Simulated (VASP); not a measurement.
Data:

```
PbSe
1.0
    0.00000     3.06000     3.06000
    3.06000     0.00000     3.06000
    3.06000     3.06000     0.00000
Pb Se
1 1
Cartesian
  0.00000   0.00000   0.00000
  3.06000   3.06000   3.06000
```

Method: PBE GGA, VASP's PBE PAW potentials (set 64) (plane waves; VASP). Settings: 400 eV cut-off, 5×5×5 Monkhorst-Pack mesh, Gaussian smearing of 0.050 eV, potentials Pb_d Se.

Question: Give the stress tensor in GPa (positive for a compressed cell).

Answer: 
```
2.25  0.00  0.00
0.00  2.25  0.00
0.00  0.00  2.25
```
The pressure is its mean diagonal, 2.25 GPa.

The compound is PbSe in the rock salt structure. The cell was not relaxed at this level. The run is one of a series of settings (KPOINTS 5×5×5 Monkhorst-Pack mesh against the base run), some of them coarse on purpose.
